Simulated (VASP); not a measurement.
Write the native input for VASP 6.6.1 that does the following.

```yaml
Task: single point
Functional: PBE
Potentials_or_basis: VASP PAW PBE potentials, release 64 (Sn_d, Sr_sv, Mg)
Cutoff: 520 eV
k_mesh: 5 × 5 × 5
Occupations: fermi-dirac, width 0.05 eV
Spin: no spin polarisation
Further_INCAR_settings: ALGO = Normal; EDIFF = 1e-07; NBANDS = 28
```

The structure of SrMg6Sn lies in POSCAR:

```
SrMg6Sn
1.0
    5.2593610000      0.0000000000      0.0000000000
    0.0000000000      3.2786810000      6.0624270000
    0.0000000000     -3.2786810000      6.0624270000
Sn Sr Mg
1 1 6
Direct
    0.5000000000      0.1630050000      0.1630050000
    0.5000000000      0.6708930000      0.6708930000
    0.0000000000      0.8426250000      0.8426250000
    0.0000000000      0.3342890000      0.3342890000
    0.0000000000      0.3173420000      0.8345920000
    0.0000000000      0.8345920000      0.3173420000
    0.5000000000      0.1672840000      0.6699660000
    0.5000000000      0.6699660000      0.1672840000
```

The cell comes from a database or a generator and needn't be the stable form of this composition.

One way to write it, as run:

INCAR

```
SYSTEM = SrMg6Sn
PREC = Accurate ; ENCUT = 520
EDIFF = 1E-7 ; ISMEAR = -1
SIGMA = 0.05 ; LREAL = .False.
LASPH = .True. ; NELM = 80
ALGO = Normal ; ISIF = 2
LWAVE = .False. ; LCHARG = .False.
GGA = PE ; NBANDS = 28
```

KPOINTS

```
Automatic mesh
0
Gamma
  5 5 5
  0 0 0
```

Potentials or basis: VASP PAW PBE potentials, release 64 (Sn_d, Sr_sv, Mg).

The run is started by

```console
$ cat potpaw_PBE.64/Sn_d/POTCAR potpaw_PBE.64/Sr_sv/POTCAR potpaw_PBE.64/Mg/POTCAR > POTCAR
$ mpirun -np 1 vasp_std > vasp.out
```

It gave:

```
Pressure               : -0.1 GPa
Largest force          : 0.071 eV/Å
Band gap on the k mesh : none (metal or under the smearing width)
```

Run time: 2.1 min on 1 thread of AMD EPYC 9R45 96-Core Processor (Zen 5), on a shared host, peak memory 0.4 GiB.
